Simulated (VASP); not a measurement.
VASP runs on AlN (wurtzite) share one base input (PBE GGA, plane waves, VASP's PBE PAW potentials (set 64)) and change the settings named in each case.

### INCAR
```
# general
SYSTEM = AlN
PREC   = Accurate
ENCUT  = 520
LREAL  = .FALSE.
LASPH  = .TRUE.

# electronic loop
EDIFF  = 1E-6
NELM   = 100
ALGO   = Normal

# smearing
ISMEAR = 0
SIGMA  = 0.05

# functional
GGA    = PE

# ions
ISIF   = 2

# output
LWAVE  = .FALSE.
LCHARG = .FALSE.
```

KPOINTS:
```
kpoints
0
G
  7 7 4
0 0 0
```

POSCAR:
```
AlN
1
    1.5861000000    -2.7472060000     0.0000000000
    1.5861000000     2.7472060000     0.0000000000
    0.0000000000     0.0000000000     5.0796000000
Al N
2 2
Direct
  0.6666670000   0.3333330000   0.5000000000
  0.3333330000   0.6666670000   0.0000000000
  0.6666670000   0.3333330000   0.8820000000
  0.3333330000   0.6666670000   0.3820000000
```

POTCAR, in this order: Al N (PBE.64 set). Program: vasp_std.

```tsv
change	E(σ→0) (eV/atom)	−TS (eV)
base run	-7.4350	0.0000
NELECT = 15.5	-8.0794	-0.0046
NELECT = 15.9	-7.5713	-0.0009
NELECT = 15.98	-7.4628	-0.0005
NELECT = 16.02	-7.3861	-0.0004
NELECT = 16.1	-7.1792	-0.0006
NELECT = 16.5	-6.1174	-0.0032
```
 Charged cells carry a uniform compensating background.

Left out are runs that ran out of time, are held back, or changed the cell or the kind of run, fixed moments of cells without a moment, rows past the twelfth, gaps on odd meshes, pressures of charged cells and columns that move by less than the noise.

The compound is AlN in the wurtzite structure. The cell was not relaxed at this level.
